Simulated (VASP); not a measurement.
## Equation of state of Cr2Co under PBE

```
Co Cr
1.0
     0.00000    3.26909    3.26909
     3.26909    0.00000    3.26909
     3.26909    3.26909    0.00000
Co Cr
2 4
Cartesian
  0.0000 0.0000 0.0000
  1.6345 1.6345 1.6345
  4.0864 4.0864 4.0864
  4.0864 2.4518 2.4518
  2.4518 4.0864 2.4518
  2.4518 2.4518 4.0864
```

The cell comes from a database or a generator and needn't be the stable form of this composition.

The cell was scaled at fixed shape and fractions and run with VASP, PBE PAW files Co, Cr_pv, 520 eV; PBE, k mesh 7 × 7 × 7 on the cell of 6 atoms, fermi-dirac occupations of 0.05 eV, collinear spin, ferromagnetic start, no spin-orbit coupling. Energies are those that the program minimises, any entropy of the smearing included. For a metal such a mesh isn't converged to the digits shown. The magnetic state is the one that the start led to, which needn't be the lowest.

```csv
V (Å³/atom),energy over the lowest row (meV/atom)
10.9468,24.99
11.1797,9.25
11.4126,1.19
11.6455,0.00
11.8784,?
12.1113,15.23
12.3442,30.41
```

**Question.** Fit the third-order Birch-Murnaghan form, give V0, B0 and B′, and predict the energy left open.

**Answer.** With y = (V0/V)^(2/3), E = E0 + (9 V0 B0/16) [(y - 1)³ B′ + (y - 1)² (6 - 4y)]. Least squares through the rows shown give V0 = 11.5717 Å³/atom, E0 = -0.32 meV, B0 = 216.1 GPa (1 eV/Å³ = 160.218 GPa) and B′ = 4.75, with a largest miss of 0.01 meV. At V = 11.8784 the form with these constants gives 4.89 meV; the run gave 4.90 meV an atom.
